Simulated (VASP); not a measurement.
Input for VASP

**INCAR**
```
SYSTEM  =  PtAl2
PREC  =  Accurate; ENCUT  =  300; LREAL  =  F
LASPH  =  T
EDIFF  =  1E-6; NELM  =  100; ALGO  =  Normal
LMAXMIX  =  6
ISMEAR  =  -1; SIGMA  =  0.1
GGA  =  PE
ISIF  =  2
LWAVE  =  F; LCHARG  =  F
```

File KPOINTS:
```
Automatic mesh
0
Gamma
8 8 8
0 0 0
```

**POSCAR**
```
PtAl2
5.9525520
  0.0000000000   0.5000000000   0.5000000000
  0.5000000000   0.0000000000   0.5000000000
  0.5000000000   0.5000000000   0.0000000000
Al Pt
2 1
Cart
  0.2500000000   0.2500000000   0.2500000000
  0.7500000000   0.7500000000   0.7500000000
  0.0000000000   0.0000000000   0.0000000000
```

POTCAR, in this order: Al Pt (PBE.64 set). Program: vasp_std.

Task: Translate this PBE calculation to Ansatz.

Result: One equivalent input (not run):
Ansatz 0.2 input:
```yaml
crystal:
  lattice:
    - [0.0000000, 2.9762760, 2.9762760]
    - [2.9762760, 0.0000000, 2.9762760]
    - [2.9762760, 2.9762760, 0.0000000]
  atoms:
    - { symbol: Al, position: [0.2500000, 0.2500000, 0.2500000] }
    - { symbol: Al, position: [0.7500000, 0.7500000, 0.7500000] }
    - { symbol: Pt, position: [0.0000000, 0.0000000, 0.0000000] }
kpoints:
  mp_grid: { grid: [8, 8, 8] }
hamiltonian:
  xc: pbe
  pseudopotentials: { kind: paw }
scf:
  occupations: { method: fermi_dirac, width: 0.1 }
  max_iter: 100
output: { forces: true, stress: true, eigenvalues: true }
```
Limits of the translation: each code has its own PAW files, so the cut-off isn't converted (ENCUT is set for VASP's; basis.ecutwfc is left out, and Ansatz then takes the one that its files recommend); Ansatz stops its SCF on the density residual and VASP on the energy change (EDIFF).

The structure is a typed PtAl2 crystal (Fm-3m). The cell was not relaxed at this level. The run is one of a series of settings (KPOINTS 8×8×8 Γ-centred mesh against the base run), some of them coarse on purpose.
